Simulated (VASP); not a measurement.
# MgAl2C2 (lda) (P-3m1) in VASP: a series of runs

One crystal, MgAl2C2 (lda), is run at these levels: LDA; tasks: single point, relaxation of cell and atoms.

Everything below comes from runs of VASP 6.6.1. Logs are shortened: lines on timing, memory, paths and dates and some standing lists are left out, and cuts for length are marked.

## Step 1: The structure

Symmetry: P-3m1, No. 164, trigonal system. The conventional cell has a = 3.347 Å, b = 3.347 Å, c = 5.705 Å, α = 90.00°, β = 90.00°, γ = 120.00°. Mg (site symmetry -3m) is surrounded by 6 C at 2.47 Å and 6 Al at 2.78 Å. Al (site symmetry 3m) is surrounded by 4 C at 1.99 to 2.18 Å. C (site symmetry 3m) has 4 Al at 1.99 to 2.18 Å as nearest neighbours.

## Step 2: Single point, LDA

Contents of INCAR:

```
SYSTEM = MgAl2C2
PREC = Accurate ; ENCUT = 520
EDIFF = 1E-7 ; ISMEAR = 0
SIGMA = 0.02 ; LREAL = .FALSE.
LASPH = .TRUE. ; NELM = 100
ALGO = Normal ; ISIF = 2
LWAVE = .FALSE. ; LCHARG = .TRUE.
LELF = .TRUE. ; LVHAR = .TRUE.
NBANDS = 16
```

Contents of KPOINTS:

```
regular mesh
0
G
  9 9 6
  0 0 0
```

Contents of POSCAR:

```
MgAl2C2
1.0
    3.3468783753      0.0000000000      0.0000000000
   -1.6734391877      2.8984816964      0.0000000000
    0.0000000000      0.0000000000      5.7054258191
Mg Al C
1 2 2
Direct
    0.0000000000      0.0000000000      0.0000000000
    0.3333333333      0.6666666667      0.3495207506
    0.6666666667      0.3333333333      0.6504792494
    0.3333333333      0.6666666667      0.7310650136
    0.6666666667      0.3333333333      0.2689349864
```

Potentials or basis: VASP PAW LDA potentials, release 64 (Mg, Al, C).

Run with:

```bash
> cat potpaw_LDA.64/Mg/POTCAR potpaw_LDA.64/Al/POTCAR potpaw_LDA.64/C/POTCAR > POTCAR
> mpirun -np 1 vasp_std > vasp.out
```

OUTCAR:

```text
SYSTEM = MgAl2C2
   PREC = Accurate
   ENCUT = 520
   EDIFF = 1E-7
   ISMEAR = 0
   LREAL = .FALSE.
   LASPH = .TRUE.
   NELM = 100
   ISIF = 2

 ion  position               nearest neighbor table
   1  0.000  0.000  0.000-   4 2.47   5 2.47   5 2.47   4 2.47   5 2.47   4 2.47   2 2.78   3 2.78
                             2 2.78   3 2.78   3 2.78   2 2.78
   2  0.333  0.667  0.350-   5 1.99   5 1.99   5 1.99   4 2.18   3 2.59   3 2.59   3 2.59   1 2.78
                             1 2.78   1 2.78
   3  0.667  0.333  0.650-   4 1.99   4 1.99   4 1.99   5 2.18   2 2.59   2 2.59   2 2.59   1 2.78
                             1 2.78   1 2.78
   4  0.333  0.667  0.731-   3 1.99   3 1.99   3 1.99   2 2.18   1 2.47   1 2.47   1 2.47
   5  0.667  0.333  0.269-   2 1.99   2 1.99   2 1.99   3 2.18   1 2.47   1 2.47   1 2.47

  LATTYP: Found a hexagonal cell.
 ALAT       =     3.3468783753
 C/A-ratio  =     1.7047006731

  Lattice vectors:

 A1 = (   3.3468783753,   0.0000000000,   0.0000000000)
 A2 = (  -1.6734391877,   2.8984816964,   0.0000000000)
 A3 = (   0.0000000000,   0.0000000000,   5.7054258191)

Analysis of symmetry for initial positions (statically):
=====================================================================
 Subroutine PRICEL returns:
 Original cell was already a primitive cell.

 Routine SETGRP: Setting up the symmetry group for a
 hexagonal supercell.

 Subroutine GETGRP returns: Found 12 space group operations
 (whereof 12 operations were pure point group operations)
 out of a pool of 24 trial point group operations.

The static configuration has the point symmetry D_3d.

Analysis of symmetry for dynamics (positions and initial velocities):
=====================================================================
 Subroutine PRICEL returns:
 Original cell was already a primitive cell.

 Routine SETGRP: Setting up the symmetry group for a
 hexagonal supercell.

 Subroutine GETGRP returns: Found 12 space group operations
 (whereof 12 operations were pure point group operations)
 out of a pool of 24 trial point group operations.

The dynamic configuration has the point symmetry D_3d.

 Subroutine INISYM returns: Found 12 space group operations
 (whereof 12 operations are pure point group operations),
 and found     1 'primitive' translations

----------------------------------------------------------------------------------------

                                     Primitive cell

  volume of cell :      55.3476

  direct lattice vectors                    reciprocal lattice vectors
     3.346878375  0.000000000  0.000000000     0.298785880  0.172504108  0.000000000
[... 96 lines left out ...]
   IBRION =     -1    ionic relax: 0-MD 1-quasi-New 2-CG
   NFREE  =      0    steps in history (QN), initial steepest desc. (CG)
   ISIF   =      2    stress and relaxation
   ISYM   =      2    0-nonsym 1-usesym 2-fastsym
   POTIM  = 0.5000    time-step for ionic-motion
   TEBEG  =    0.0;   TEEND  =   0.0 temperature during run
   PSTRESS=    0.0 pullay stress
   NELECT =      16.0000    total number of electrons
   NUPDOWN=      -1.0000    fix difference up-down
   EMIN   =  10.00;   EMAX   =-10.00  energy-range for DOS
   EFERMI =   0.00;   METHOD = LEGACY
   ISMEAR =     0;   SIGMA  =   0.02  broadening in eV -4-tet -1-fermi 0-gaus
   EFERMI_NEDOS =   21; number of points for ismear=-14 and -15
   IALGO  =     38    algorithm
   IMIX   =      4    mixing-type and parameters
     AMIX     =   0.40;   BMIX     =  1.00
     AMIX_MAG =   1.60;   BMIX_MAG =  1.00
  volume/ion in A,a.u.               =      11.07        74.70
  Fermi-wavevector in a.u.,A,eV,Ry     =   1.082469  2.045569 15.942467  1.171738
  Thomas-Fermi vector in A             =   2.218511
   LORBIT       =      0    0 simple, 1 ext, 2 COOP (PROOUT), +10 PAW based schemes
   GGA     = CA    functional components
   LHFCALC =     F    Hartree Fock is set to
   AEXX    =    0.0000 exact exchange contribution
   IVDW    =     0    specifies the selected vdW correction
   LEPSILON=     F    determine dielectric tensor
   LRPA    =     F    only Hartree local field effects (RPA)
 non-spin polarized calculation
 Gauss-broadening in eV      SIGMA  =   0.02
  energy-cutoff  :      520.00
  volume of cell :       55.35
 maximum number of plane-waves:      1509
 NGX is ok and might be reduce to    28
   NGX = 13   NGY = 13   NGZ = 21

 number of electron      15.9999999 magnetization

 Free energy of the ion-electron system (eV)
  ---------------------------------------------------
  ext. energy  EPLUGINS =         0.00000000
  ---------------------------------------------------
  free energy    TOTEN  =       -31.10098537 eV

  energy without entropy =      -31.10098537  energy(sigma->0) =      -31.10098537

 E-fermi :   7.0004     XC(G=0): -11.1144

 val. band max:        6.8650425507   @ k =   0.1111   0.0000   0.0000
 cond. band min:       8.6268832003   @ k =   0.0000   0.4444   0.3333
 fundamental gap:      1.7618406496
 Fermi energy:         7.0003640866

 k-point     1 :       0.0000    0.0000    0.0000
  band No.  band energies     occupation
      1      -6.5219      2.00000
      2      -3.8257      2.00000
      3       0.2539      2.00000
      4       5.7408      2.00000
      5       5.7408      2.00000
      6       6.6497      2.00000
[... 433 lines left out ...]
      3       1.6193      2.00000
      4       2.4838      2.00000
      5       3.2234      2.00000
      6       4.4830      2.00000
[... 8 lines left out ...]
     15      15.6352      0.00000
     16      16.1976      0.00000

 [... further k-points ...]
[... 5 lines left out ...]
  --------------------------------------------------------------------------------------
  -------------------------------------------------------------------------------------
  Total        0.0167004      0.0167004     -0.1036018     -0.0000000      0.0000000     -0.0000000
  in kB        0.4834371      0.4834371     -2.9990203     -0.0000000      0.0000000     -0.0000000
  external PRESSURE =      -0.6773820 kB  Pullay stress =       0.0000000 kB

 VOLUME and BASIS-vectors are now :
 -----------------------------------------------------------------------------
  energy-cutoff  :      520.00
  volume of cell :       55.35
      direct lattice vectors                 reciprocal lattice vectors
     3.346878375  0.000000000  0.000000000     0.298785880  0.172504108  0.000000000
    -1.673439188  2.898481696  0.000000000     0.000000000  0.345008216  0.000000000
     0.000000000  0.000000000  5.705425819     0.000000000  0.000000000  0.175271756

 POSITION                                       TOTAL-FORCE (eV/Angst)
 -----------------------------------------------------------------------------------
      0.00000      0.00000      0.00000        -0.000000      0.000000      0.000000
     -0.00000      1.93232      1.99416         0.000000      0.000000     -0.000357
      1.67344      0.96616      3.71126         0.000000     -0.000000      0.000357
     -0.00000      1.93232      4.17104         0.000000      0.000000      0.031504
      1.67344      0.96616      1.53439        -0.000000     -0.000000     -0.031504
 -----------------------------------------------------------------------------------
    total drift:                                0.000000     -0.000000      0.000000

  FREE ENERGIE OF THE ION-ELECTRON SYSTEM (eV)
  ---------------------------------------------------
  free  energy   TOTEN  =       -31.1009853706 eV

  energy  without entropy=      -31.1009853706  energy(sigma->0) =      -31.10098537
```

OSZICAR:

```text
N       E                     dE             d eps       ncg     rms          rms(c)
DAV:   1     0.250675465883E+02    0.25068E+02   -0.67895E+03  2016   0.857E+02
DAV:   2    -0.324072759925E+02   -0.57475E+02   -0.51559E+02  2848   0.146E+02
DAV:   3    -0.358153882326E+02   -0.34081E+01   -0.33874E+01  2608   0.340E+01
DAV:   4    -0.358473842199E+02   -0.31996E-01   -0.31991E-01  2400   0.402E+00
DAV:   5    -0.358477120754E+02   -0.32786E-03   -0.32785E-03  2568   0.409E-01    0.106E+01
DAV:   6    -0.312147882088E+02    0.46329E+01   -0.95929E+00  2536   0.179E+01    0.318E+00
DAV:   7    -0.311605687035E+02    0.54220E-01   -0.11785E+00  2744   0.602E+00    0.218E+00
DAV:   8    -0.311088313830E+02    0.51737E-01   -0.12315E-01  2392   0.221E+00    0.506E-01
DAV:   9    -0.311010386166E+02    0.77928E-02   -0.25781E-02  2560   0.930E-01    0.142E-01
DAV:  10    -0.311010030234E+02    0.35593E-04   -0.15203E-03  2384   0.254E-01    0.608E-02
DAV:  11    -0.311009988271E+02    0.41963E-05   -0.11749E-04  2664   0.712E-02    0.364E-02
DAV:  12    -0.311009855822E+02    0.13245E-04   -0.50195E-05  2648   0.398E-02    0.488E-03
DAV:  13    -0.311009853810E+02    0.20128E-06   -0.28269E-06  2360   0.105E-02    0.189E-03
DAV:  14    -0.311009853706E+02    0.10357E-07   -0.71717E-08  1680   0.196E-03
   1 F= -.31100985E+02 E0= -.31100985E+02  d E =-.182834E-23
```

Wall time 41 s (1 thread of Intel Xeon 6975P-C (Granite Rapids), shared host); peak memory 0.19 GiB.

Results:

* Free energy: -31.1010 eV
* Pressure: -0.1 GPa
* Largest force: 0.032 eV/Å
* Band gap on the k mesh: 1.76 eV, indirect (least direct gap 3.01 eV)

Forces on the atoms (eV/Å):
```
Mg   0.000  0.000  0.000
Al   0.000  0.000  0.000
Al   0.000  0.000  0.000
C    0.000  0.000  0.032
C    0.000  0.000 -0.032
```

Levels at points of the mesh, in eV from the valence-band top:
| k point | band 4 | band 5 | band 6 | band 7 | band 8 | band 9 | band 10 | band 11 | band 12 | band 13 |
| --- | --- | --- | --- | --- | --- | --- | --- | --- | --- | --- |
| (0.00, 0.00, 0.00) | -1.12 | -1.12 | -0.22 | -0.22 | -0.20 | 3.69 | 4.72 | 6.69 | 6.69 | 6.94 |
| (0.00, 0.00, 0.50) | -3.34 | -0.94 | -0.94 | -0.44 | -0.44 | 4.65 | 5.57 | 6.60 | 6.60 | 6.87 |

Caveat: an odd mesh through Γ misses points on the zone boundary, where band edges often lie.

(Continued in part 2 of 2.)
